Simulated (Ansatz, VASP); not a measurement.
# Cross-check of CsH3SeO between VASP and Ansatz, part 2 of 2

Wanted: the spread between two codes on one cell, functional and k mesh. The cell is invented: As first built, before any earlier steps moved the atoms (in the runner's words): Se for half of the O in the CsH3O2 structure of space group Amm2. It may not be a known or stable phase. The two relaxations start from unlike cells of this crystal (the structure described is Ansatz's start), so only their ends are compared.

VASP 6.6.1 and Ansatz 0.2.0.

So far: The structure; Ansatz: relaxation of cell and atoms, LDA.

### Step 3. VASP: relaxation of cell and atoms, LDA

Level of this step: LDA; plane waves and PAW (Cs_sv, H, O, Se); invented cell (VASP).

Its own start cell and the same functional (in two slightly different forms), mesh and smearing now go to VASP, with its own data sets.

Lines of VASP's logs that name or quote its potential files are left out, and so is its time.

INCAR

```
SYSTEM = CsH3SeO
PREC = Accurate
ENCUT = 600
EDIFF = 1E-07
NELM = 120
ISMEAR = 0
SIGMA = 0.03
LREAL = .FALSE.
ALGO = Normal
GGA = CA
NBANDS = 18
LORBIT = 11
LWAVE = .FALSE.
LCHARG = .FALSE.
ISIF = 3
IBRION = 2
NSW = 80
EDIFFG = -0.005
LASPH = .TRUE.
GGA_COMPAT = .FALSE.
NELMIN = 4
EFERMI = MIDGAP
KPAR = 2
```

POSCAR

```
CsH3SeO
1.0
    4.5416099589      0.0000000000      0.0000000000
    0.0000000000      2.5835255385      4.4801154609
    0.0000000000     -2.5835255385      4.4801154609
Cs H O Se
1 3 1 1
Direct
    0.0000000000      0.0130576591      0.0130576591
    0.5000001115      0.5603687816      0.5603687816
    0.5000001115      0.9204131041      0.5601066496
    0.5000001115      0.5601066496      0.9204131041
    0.5000001115      0.6802723132      0.6802723132
    0.5000001115      0.3470329408      0.3470329408
```

KPOINTS

```
Automatic mesh
0
Gamma
6 6 6
0 0 0
```

Potentials, in the order of the species: Cs_sv, H, O and Se (LDA family, release 64).

The run is started by

```
mpirun -np 2 vasp_std
```

Numbers of over 12 decimals in the logs are rounded to 6 here.

The log of the run:

```text
[banner, memory and clock lines left out]
running    2 mpi-ranks, on    1 nodes
 distrk:  each k-point on    1 cores,    2 groups
 distr:  one band on    1 cores,    1 groups

 POSCAR found type information on POSCAR CsH O Se
 POSCAR found :  4 types and       6 ions
 LDA part: xc-table for (Slater(with rela. corr.)+CA(PZ))
 , standard interpolation
 POSCAR, INCAR and KPOINTS ok, starting setup
 FFT: planning ... GRIDC
 FFT: planning ... GRID_SOFT
 FFT: planning ... GRID
 WAVECAR not read
 entering main loop
       N       E                     dE             d eps       ncg     rms          rms(c)
DAV:   1     0.138807599029E+03    0.13881E+03   -0.11713E+04  1872   0.129E+03
DAV:   2    -0.158256198950E+02   -0.15463E+03   -0.15028E+03  2434   0.219E+02
DAV:   3    -0.279146767156E+02   -0.12089E+02   -0.12066E+02  2146   0.685E+01
DAV:   4    -0.280417652492E+02   -0.12709E+00   -0.12702E+00  2640   0.802E+00
DAV:   5    -0.280427542203E+02   -0.98897E-03   -0.98882E-03  2330   0.644E-01    0.724E+00
DAV:   6    -0.265044942571E+02    0.15383E+01   -0.54115E+00  2424   0.164E+01    0.292E+00
DAV:   7    -0.264168354306E+02    0.87659E-01   -0.72727E-01  2422   0.473E+00    0.188E+00
DAV:   8    -0.263863094879E+02    0.30526E-01   -0.18126E-01  2462   0.253E+00    0.592E-01
DAV:   9    -0.263816876576E+02    0.46218E-02   -0.92530E-02  2246   0.199E+00    0.353E-01
DAV:  10    -0.263796066619E+02    0.20810E-02   -0.14256E-02  2058   0.866E-01    0.822E-02
DAV:  11    -0.263799149260E+02   -0.30826E-03   -0.36494E-03  2302   0.357E-01    0.964E-02
DAV:  12    -0.263798187652E+02    0.96161E-04   -0.81610E-04  2078   0.189E-01    0.108E-02
DAV:  13    -0.263798243193E+02   -0.55541E-05   -0.65658E-05  2330   0.565E-02    0.111E-02
DAV:  14    -0.263798227598E+02    0.15595E-05   -0.17084E-05  2196   0.294E-02    0.307E-03
DAV:  15    -0.263798227156E+02    0.44271E-07   -0.14857E-06  2108   0.870E-03    0.209E-03
DAV:  16    -0.263798226832E+02    0.32363E-07   -0.40907E-07  2124   0.426E-03
   1 F= -.26379823E+02 E0= -.26379823E+02  d E =-.263798E+02
[...]
2 F= -.26379833E+02 E0= -.26379833E+02  d E =-.100776E-04
[...]
3 F= -.26379833E+02 E0= -.26379833E+02  d E =-.101320E-04
[...]
4 F= -.26379837E+02 E0= -.26379837E+02  d E =-.466619E-05
[...]
5 F= -.26379838E+02 E0= -.26379838E+02  d E =-.481752E-05
 curvature:  -0.80 expect dE=-0.630E-05 dE for cont linesearch -0.444E-08
 trial: gam= 1.03658 g(F)=  0.539E-05 g(S)=  0.247E-05 ort = 0.243E-06 (trialstep = 0.554E+00)
 search vector abs. value=  0.199E-04
 bond charge predicted
       N       E                     dE             d eps       ncg     rms          rms(c)
DAV:   1    -0.263798460330E+02   -0.83896E-05   -0.29710E-04  1900   0.118E-01    0.130E-02
DAV:   2    -0.263798417771E+02    0.42559E-05   -0.13879E-05  2298   0.251E-02    0.554E-03
DAV:   3    -0.263798408328E+02    0.94426E-06   -0.41095E-06  2288   0.121E-02    0.201E-03
DAV:   4    -0.263798407462E+02    0.86577E-07   -0.83442E-07  2056   0.638E-03
   6 F= -.26379841E+02 E0= -.26379841E+02  d E =-.311350E-05
 trial-energy change:   -0.000003  1 .order   -0.000004   -0.000004   -0.000003
 step:   1.6687(harm=  1.6687)  dis= 0.00066  next Energy=   -26.379844 (dE=-0.677E-05)
 reached required accuracy - stopping structural energy minimisation
```

From OUTCAR (step 3):

```text
ion  position               nearest neighbor table
   1  0.000  0.013  0.013-
   2  0.500  0.560  0.560-   5 1.07
   3  0.500  0.920  0.560-   5 1.07
   4  0.500  0.560  0.920-   5 1.07
   5  0.500  0.680  0.680-   2 1.07   3 1.07   4 1.07
   6  0.500  0.347  0.347-

  LATTYP: Found a base centered orthorhombic cell.
 ALAT       =     5.1670510770
 B/A-ratio  =     1.7341092217
 C/A-ratio  =     0.8789558863

 Subroutine GETGRP returns: Found  4 space group operations
 (whereof  4 operations were pure point group operations)

The static configuration has the point symmetry C_2v.

 Found     52 irreducible k-points:

   k-points           NKPTS =     52   k-points in BZ     NKDIM =     52   number of bands    NBANDS=     18

   dimension x,y,z NGX =    36 NGY =   42 NGZ =   42
   dimension x,y,z NGXF=    72 NGYF=   84 NGZF=   84

   ENCUT  =  600.0 eV  44.10 Ry    6.64 a.u.   9.07 10.33 10.33*2*pi/ulx,y,z

   NELECT =      24.0000    total number of electrons

 k-points in reciprocal lattice and weights: Automatic mesh
   0.00000000  0.00000000  0.00000000       0.005
   0.16666667  0.00000000  0.00000000       0.009
   0.33333333  0.00000000  0.00000000       0.009
   0.50000000  0.00000000  0.00000000       0.005
   0.00000000  0.16666667  0.00000000       0.019
   0.16666667  0.16666667  0.00000000       0.037
   0.33333333  0.16666667  0.00000000       0.037
   0.50000000  0.16666667  0.00000000       0.019
   0.00000000  0.33333333  0.00000000       0.019
[...]
0.33333333  0.50000000  0.50000000       0.009
   0.50000000  0.50000000  0.50000000       0.005

 average (electrostatic) potential at core
       1 -48.7716       2 -37.6297       3 -37.6256       4 -37.6256       5 -77.1614
       6 -61.5719

 E-fermi :   2.1988

 k-point     1 :       0.0000    0.0000    0.0000
  band No.  band energies     occupation
    ...
      8      -7.0425      2.00000
      9      -3.2311      2.00000
     10      -0.3085      2.00000
     11      -0.3054      2.00000
     12       1.0479      2.00000
     13       3.3498      0.00000
     14       3.9530      0.00000
     15       6.6364      0.00000
     16       6.6420      0.00000
     17       7.5761      0.00000
    ...

 k-point     2 :       0.1667    0.0000    0.0000
  band No.  band energies     occupation
    ...
      8      -7.0272      2.00000
      9      -3.3108      2.00000
     10      -0.3371      2.00000
     11      -0.3355      2.00000
     12       0.6120      2.00000
     13       3.8515      0.00000
     14       4.5412      0.00000
     15       6.0664      0.00000
     16       6.0698      0.00000
     17       7.2120      0.00000
    ...

 k-point     3 :       0.3333    0.0000    0.0000
  band No.  band energies     occupation
    ...
      8      -6.9953      2.00000
      9      -3.4701      2.00000
     10      -0.3993      2.00000
     11      -0.3981      2.00000
     12       0.0216      2.00000
     13       4.8271      0.00000
     14       5.5566      0.00000
     15       5.5591      0.00000
     16       5.7040      0.00000
     17       6.3746      0.00000
    ...

  Total       -0.0106831      0.0086182     -0.0054814      0.0000000      0.0000000      0.0000000
  in kB       -0.1629865      0.1314831     -0.0836270      0.0000000      0.0000000      0.0000000
  external PRESSURE =      -0.0383768 kB  Pullay stress =       0.0000000 kB

  energy-cutoff  :      600.00
  volume of cell :      105.02
      direct lattice vectors                 reciprocal lattice vectors
     4.540238165  0.000000000  0.000000000     0.220252763  0.000000000  0.000000000
     0.000000000  2.583029181  4.477328017     0.000000000  0.193571177  0.111673748
     0.000000000 -2.583029181  4.477328017     0.000000000 -0.193571177  0.111673748

 POSITION                                       TOTAL-FORCE (eV/Angst)
 -----------------------------------------------------------------------------------
      0.00000      0.00000      0.11759         0.000000      0.000000      0.003021
      2.27012      0.00000      5.01728         0.000000      0.000000      0.000156
      2.27012      0.93084      6.62882         0.000000     -0.000552      0.001135
      2.27012     -0.93084      6.62882         0.000000      0.000552      0.001135
      2.27012      0.00000      6.09163         0.000000      0.000000     -0.003751
      2.27012      0.00000      3.10741         0.000000      0.000000     -0.001696
 -----------------------------------------------------------------------------------
    total drift:                               -0.001134      0.000000      0.000477

  FREE ENERGIE OF THE ION-ELECTRON SYSTEM (eV)
  ---------------------------------------------------
  free  energy   TOTEN  =       -26.3798407462 eV

  energy  without entropy=      -26.3798407462  energy(sigma->0) =      -26.37984075

 reached required accuracy - stopping structural energy minimisation

 total charge
# of ion       s       p       d       tot
------------------------------------------
    1        1.828   4.674   0.038   6.540
    2        0.488   0.098   0.000   0.586
    3        0.487   0.098   0.000   0.585
    4        0.487   0.098   0.000   0.585
    5        1.543   3.655   0.000   5.198
    6        1.435   2.487   0.010   3.932
--------------------------------------------------
tot          6.269  11.109   0.047  17.426

[... 3 further parts left out ...]
```

CONTCAR:

```
CsH3SeO
   1.00000000000000
     4.5402381654031929    0.0000000000000000    0.0000000000000000
     0.0000000000000000    2.5830291814978183    4.4773280170572205
     0.0000000000000000   -2.5830291814978183    4.4773280170572205
  Cs              H               O               Se
     1     3     1     1
Direct
     0.0000000000000000    0.0131316738888101    0.0131316738888101
     0.5000001115000003    0.5602980166394890    0.5602980166394890
     0.5000001115000003    0.9204500959590770    0.5600806565483749
     0.5000001115000003    0.5600806565483749    0.9204500959590770
     0.5000001115000003    0.6802753380175248    0.6802753380175248
     0.5000001115000003    0.3470156673467203    0.3470156673467203
```

The gap is read on the k-mesh alone, so it is an upper bound where the band edges lie off the mesh. The run keeps the 4 symmetry operations of its start, so it cannot find a distortion of lower symmetry.

### Step 4. Comparison

Known differences besides the potentials themselves: the two LDA forms differ slightly; the data sets hold 34 valence electrons in Ansatz (on its default PAW (the set named soft_2) files) and 24 in VASP; the cutoff is 420 eV in Ansatz and 600 eV in VASP; VASP's log shows a relativistic correction to its local exchange, Ansatz's none; Ansatz adds a Pulay correction to the stress that steers its cell, VASP none. Total energies have different zeros and are not compared.

Both answers:

```tsv
quantity	Ansatz	VASP	difference
volume (Å³)	104.98	105.02	-0.03 %
edge a after relaxation, in the typed setting (Å)	4.540	4.540	-0.01 %
edge b after relaxation, in the typed setting (Å)	5.176	5.169	+0.14 %
```

Found at a tolerance of 0.01 Å, the end structures differ in symmetry: Amm2 in Ansatz, P-6m2 in VASP; the atoms lie within 0.05 Å of each other, which can come from where the walks stopped or from unlike electronic states.

### Step 5. Summary of results

| Quantity | Value |
| --- | --- |
| difference in edge b after relaxation, in the typed setting (relaxation of cell and atoms, LDA) | 0.14 % |

In words: The difference in edge b after relaxation, in the typed setting is 0.14 % (relaxation of cell and atoms, LDA), within the 1.2 % picked in this series as the mark of a large difference, as far as the stopping tolerances let one tell. The data sets hold unlike numbers of valence electrons (34 in Ansatz and 24 in VASP), so part of the differences comes from the potentials. How closely two codes agree says nothing of how well the functional describes the real material.

[Lines on the potential files, build, host, timing and source positions are cut from VASP's logs without a mark.]

[Logs are printed without paths, hosts, clocks, repeated set-up lines and the standing remarks that a program may print on its own settings, such as how far it seeks lower states.]

[Hosts, paths, dates, database ids (printed as entryN), source tags and the programs' standing remarks are cut or masked in the printed files.]
